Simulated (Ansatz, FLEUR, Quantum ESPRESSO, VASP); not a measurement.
# Code comparison for Tc3Ni (P6_3/mmc, 8 atoms in the cell)

Self-consistent single point, at a second geometry (lattice scaled by 0.98). First geometry:

```
CELL_PARAMETERS angstrom
      5.41678     0.00000     0.00000
     -2.70839     4.69107     0.00000
      0.00000     0.00000     4.37200
ATOMIC_POSITIONS crystal
  Ni 0.66667 0.33333 0.25000
  Ni 0.33333 0.66667 0.75000
  Tc 0.83408 0.66816 0.75000
  Tc 0.16592 0.33184 0.25000
  Tc 0.16592 0.83408 0.25000
  Tc 0.83408 0.16592 0.75000
  Tc 0.33184 0.16592 0.75000
  Tc 0.66816 0.83408 0.25000
```

Shared settings, as Ansatz (a program for electronic structure) writes them: kpoints.mp_grid.grid = 5 5 5; scf.occupations.method = gaussian; scf.occupations.width = 0.0147 Ry. Potentials and cutoffs stand in the table.

```tsv
code	model	ΔF from the first geometry (meV/atom)	pressure (GPa)	largest force (eV/Å)	cutoff
FLEUR	LDA (Perdew-Zunger), all-electron FLAPW (FLEUR), scalar-relativistic valence	–	–	0.014	Kmax 4.2 1/bohr
VASP	LDA (PZ), VASP's LDA PAW potentials (set 64)	-79.5	-8.64	0.034	300 eV
Quantum ESPRESSO	LDA (PZ), GBRV 1.5 ultrasoft (LDA) pseudopotentials	-79.9	-7.81	0.026	50 Ry
Ansatz	LDA (PW92), PAW files	-80.1	-7.47	0.024	36.7 Ry
```

For VASP (by 1.2 GPa) the energy change implies a higher mean pressure, against the two pressures, than for the other programs: a sign of finite-basis (Pulay) stress.

A dash marks a value that a program does not give, or that is left out as unsure.

On Ansatz's run: spin polarisation is off.

The spread over the programs that give each value: ΔF from the first geometry within 0.6 meV/atom; pressure within 1.17 GPa; largest force within 0.020 eV/Å.

FLEUR treats all electrons, but the usual bases taken here (sphere radii, linearisation, local orbitals, empty states) were not tested for convergence, so the values are no reference for the others. Ansatz's pressure is given at a fixed set of plane waves, as the other plane-wave codes print theirs; with its correction for the finite basis it is -7.39 GPa. The same LDA comes in different parametrisations, which differ slightly.

VASP's run is marked for a possible Pulay error in its stress at this cutoff; no cutoff test was made.

The starting cell comes from a database of computed structures (which also holds hypothetical and non-ambient phases and stackings), without a prior relaxation at this level. Its lattice was rescaled by a random factor within 2.5 % of one. For this run, on top of that: lattice scaled by 0.98.

Keys are those of Ansatz 0.2.
